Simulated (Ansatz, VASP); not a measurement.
**One calculation of TaF3, two programs**

The input INCAR:

```
SYSTEM = TaF3
PREC = Accurate ; ENCUT = 600
EDIFF = 1E-6 ; ISMEAR = 0
SIGMA = 0.1 ; LREAL = .False.
LASPH = .True. ; NELM = 60
ALGO = Normal ; ISIF = 3
LWAVE = .False. ; LCHARG = .False.
GGA = PE ; IBRION = 2
NSW = 100 ; EDIFFG = -0.01
```

Contents of KPOINTS:

```
regular mesh
0
Gamma
  12 12 16
  0 0 0
```

The input POSCAR:

```
TaF3
1.0
    4.3343273729      0.0000000000      0.0000000000
   -2.1671636864      3.7536376132      0.0000000000
    0.0000000000      0.0000000000      2.8619528771
Ta F
1 3
Direct
    0.0000000000      0.0000000000      0.5000000000
    0.5000000000      0.0000000000      0.5000000000
    0.0000000000      0.5000000000      0.5000000000
    0.5000000000      0.5000000000      0.5000000000
```

Input for Ansatz:

```yaml
crystal:
  lattice:
    - [4.3343273729, 0.0, 0.0]
    - [-2.1671636864, 3.7536376132, 0.0]
    - [0.0, 0.0, 2.8619528771]
  atoms:
    - { symbol: Ta, position: [0.0, 0.0, 0.5] }
    - { symbol: F, position: [0.5, 0.0, 0.5] }
    - { symbol: F, position: [0.0, 0.5, 0.5] }
    - { symbol: F, position: [0.5, 0.5, 0.5] }
basis:
  ecutwfc: 420
kpoints:
  mp_grid: { grid: [12, 12, 16] }
hamiltonian:
  xc: pbe
scf:
  occupations: { method: gaussian, width: 0.1 }
output:
  forces: true
  stress: true
  eigenvalues: true
  write_density: true
  write_potential: true
  elf: true
  volumetric_format: npy
relax:
  adjacent_minimum: "off"
  f_tol: 0.01
  max_steps: 80
  cell: { stress_tol: 0.05 }
```

Alike in both runs: task relaxation of cell and atoms; functional PBE; k mesh 12 × 12 × 16; occupations gaussian, width 0.1 eV; no spin polarisation.

|  | VASP | Ansatz |
| --- | --- | --- |
| version | VASP 6.6.1 | Ansatz 0.2.0 |
| potentials or method | VASP PAW PBE potentials, release 64 (Ta_pv, F) | scalar-relativistic, plane waves, PAW |
| plane-wave cutoff (eV) | 600 | 420 |
| valence electrons in the cell | 32 | 34 |

```csv
,VASP,Ansatz,Ansatz less VASP
"gap on the k mesh at the Fermi level, each at its own relaxed structure (eV)",none,none,-
relaxed volume (Å³/atom),11.80,11.83,+0.030
relaxed cell length with the largest relative difference (Å),2.904,2.911,+0.0070
energy change over the relaxation (meV/atom),-1,-2,-0.6
```

A gap of «none» marks a metal or a gap that the smearing closes. The two sets of potentials don't hold the same shells in valence.

Spin-orbit coupling is left out, which matters for the levels of Ta.
